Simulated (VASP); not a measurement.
All values below come from revPBE GGA, VASP's PBE PAW potentials (set 64) (plane waves; VASP).

VASP input:

**POSCAR**
```
Cu
1
    0.0000000000     1.8317574316     1.8317574316
    1.8317574316     0.0000000000     1.8317574316
    1.8317574316     1.8317574316    -0.0000000000
Cu
1
Direct
  0.0000000000   0.0000000000   0.0000000000
```

**KPOINTS**
```
Automatic mesh
0
Gamma
19 19 19
0 0 0
```

### INCAR
```
ALGO  =  Normal
EDIFF  =  1E-7
ENCUT  =  520
GGA  =  RE
ISIF  =  2
ISMEAR  =  -5
LASPH  =  .True.
LCHARG  =  .True.
LMAXMIX  =  4
LORBIT  =  11
LREAL  =  .False.
LWAVE  =  .False.
NEDOS  =  601
NELM  =  100
PREC  =  Accurate
SYSTEM  =  Cu
```

POTCAR, in this order: Cu (PBE.64 set). Program: vasp_std.

Output of the run:

OUTCAR:
```
 ion  position               nearest neighbor table
   1  0.000  0.000  0.000-
  LATTYP: Found a face centered cubic cell.
 ALAT       =     3.6635148632
 Subroutine PRICEL returns:
 Original cell was already a primitive cell.
 Subroutine GETGRP returns: Found 48 space group operations
The static configuration has the point symmetry O_h .
The dynamic configuration has the point symmetry O_h .
 Subroutine INISYM returns: Found 48 space group operations
 Subroutine IBZKPT returns following result:
 Found    220 irreducible k-points:

 Following reciprocal coordinates:
            Coordinates               Weight
  0.000000  0.000000  0.000000      1.000000
  0.052632  0.000000  0.000000      8.000000
  0.105263  0.000000  0.000000      8.000000
  0.157895  0.000000  0.000000      8.000000
  0.210526  0.000000  0.000000      8.000000
  0.263158  0.000000  0.000000      8.000000
  0.315789  0.000000  0.000000      8.000000
  0.368421  0.000000  0.000000      8.000000
  0.421053  0.000000  0.000000      8.000000
  0.473684  0.000000  0.000000      8.000000
  0.052632  0.052632  0.000000      6.000000
  0.105263  0.052632  0.000000     24.000000
  0.157895  0.052632  0.000000     24.000000
  0.210526  0.052632  0.000000     24.000000
  0.263158  0.052632  0.000000     24.000000
  0.315789  0.052632  0.000000     24.000000
  0.368421  0.052632  0.000000     24.000000
  0.421053  0.052632  0.000000     24.000000
  0.473684  0.052632  0.000000     24.000000
 -0.473684  0.052632  0.000000     24.000000
 -0.421053  0.052632  0.000000     24.000000
 -0.368421  0.052632  0.000000     24.000000
 -0.315789  0.052632  0.000000     24.000000
 -0.263158  0.052632  0.000000     24.000000
 -0.210526  0.052632  0.000000     24.000000
 -0.157895  0.052632  0.000000     24.000000
 -0.105263  0.052632  0.000000     24.000000
 -0.052632  0.052632  0.000000     12.000000
  0.105263  0.105263  0.000000      6.000000
  0.157895  0.105263  0.000000     24.000000
  0.210526  0.105263  0.000000     24.000000
  0.263158  0.105263  0.000000     24.000000
  0.315789  0.105263  0.000000     24.000000
  0.368421  0.105263  0.000000     24.000000
  0.421053  0.105263  0.000000     24.000000
  0.473684  0.105263  0.000000     24.000000
 -0.473684  0.105263  0.000000     24.000000
 -0.421053  0.105263  0.000000     24.000000
 -0.368421  0.105263  0.000000     24.000000
 -0.315789  0.105263  0.000000     24.000000
   k-points           NKPTS =    220   k-points in BZ     NKDIM =    220   number of bands    NBANDS=      9
   number of dos      NEDOS =    601   number of ions     NIONS =      1
   total plane-waves  NPLWV =   8000
   dimension x,y,z NGX =    20 NGY =   20 NGZ =   20
   dimension x,y,z NGXF=    40 NGYF=   40 NGZF=   40
   ions per type =               1
   PREC   = accura    normal or accurate (medium, high low for compatibility)
   ISTART =      0    job   : 0-new  1-cont  2-samecut
   ICHARG =      2    charge: 1-file 2-atom 10-const
   ISPIN  =      1    spin polarized calculation?
   LNONCOLLINEAR =      F non collinear calculations
   LSORBIT =      F    spin-orbit coupling
   INIWAV =      1    electr: 0-lowe 1-rand  2-diag
   ENCUT  =  520.0 eV  38.22 Ry    6.18 a.u.   4.82  4.82  4.82*2*pi/ulx,y,z
   NELM   =    100;   NELMIN=  2; NELMDL= -5     # of ELM steps
   EDIFF  = 0.1E-06   stopping-criterion for ELM
   LREAL  =      F    real-space projection
   NLSPLINE    = F    spline interpolate recip. space projectors
   LMAXMIX     =    4 max onsite mixed and CHGCAR
   VOSKOWN=      0    Vosko Wilk Nusair interpolation
...
```

**OSZICAR**
```
       N       E                     dE             d eps       ncg     rms          rms(c)
DAV:   1     0.371746887664E+02    0.37175E+02   -0.56999E+03  4032   0.202E+03
DAV:   2    -0.372426263515E+01   -0.40899E+02   -0.38895E+02  3977   0.196E+02
DAV:   3    -0.416041637113E+01   -0.43615E+00   -0.43515E+00  4777   0.296E+01
DAV:   4    -0.416327470314E+01   -0.28583E-02   -0.28572E-02  4971   0.217E+00
DAV:   5    -0.416330645363E+01   -0.31750E-04   -0.31751E-04  4657   0.177E-01    0.732E+00
DAV:   6    -0.371608361389E+01    0.44722E+00   -0.15869E+01  4180   0.920E+01    0.390E+00
DAV:   7    -0.336094800651E+01    0.35514E+00   -0.25771E+00  4241   0.369E+01    0.568E-01
DAV:   8    -0.335202708369E+01    0.89209E-02   -0.47479E-03  4326   0.119E+00    0.296E-01
DAV:   9    -0.335047369090E+01    0.15534E-02   -0.11732E-02  4452   0.235E+00    0.363E-02
DAV:  10    -0.335047220052E+01    0.14904E-05   -0.58937E-05  5838   0.159E-01    0.988E-03
DAV:  11    -0.335047014551E+01    0.20550E-05   -0.15850E-06  4467   0.234E-02    0.504E-04
DAV:  12    -0.335047024482E+01   -0.99311E-07   -0.37268E-08  2743   0.335E-03
   1 F= -.33504702E+01 E0= -.33504702E+01  d E =0.000000E+00
```

**OUTCAR**
```
------------------------ aborting loop because EDIFF is reached ----------------------------------------
  FORCE on cell =-STRESS in cart. coord.  units (eV):
  Direction    XX          YY          ZZ          XY          YZ          ZX
  --------------------------------------------------------------------------------------
  Total        0.0158359      0.0158359      0.0158359      0.0000000     -0.0000000      0.0000000
  in kB        2.0640449      2.0640449      2.0640449      0.0000000     -0.0000000      0.0000000
  external PRESSURE =       2.0640449 kB  Pullay stress =       0.0000000 kB
  volume of cell :       12.29
      direct lattice vectors                 reciprocal lattice vectors
     0.000000000  1.831757432  1.831757432    -0.272961906  0.272961906  0.272961906
     1.831757432  0.000000000  1.831757432     0.272961906 -0.272961906  0.272961906
     1.831757432  1.831757432  0.000000000     0.272961906  0.272961906 -0.272961906
 POSITION                                       TOTAL-FORCE (eV/Angst)
 -----------------------------------------------------------------------------------
      0.00000      0.00000      0.00000         0.000000      0.000000      0.000000
 -----------------------------------------------------------------------------------
    total drift:                               -0.000000     -0.000000     -0.000000
  FREE ENERGIE OF THE ION-ELECTRON SYSTEM (eV)
  ---------------------------------------------------
  free  energy   TOTEN  =        -3.3504702448 eV

  energy  without entropy=       -3.3504702448  energy(sigma->0) =       -3.35047024

 total charge

# of ion       s       p       d       tot
------------------------------------------
    1        0.431   0.353   9.168   9.953
```
(Selected blocks of OUTCAR.)

For a metal the tetrahedron method with Blöchl corrections gives inexact stress and forces.

The compound is Cu in the fcc structure. It was relaxed first.
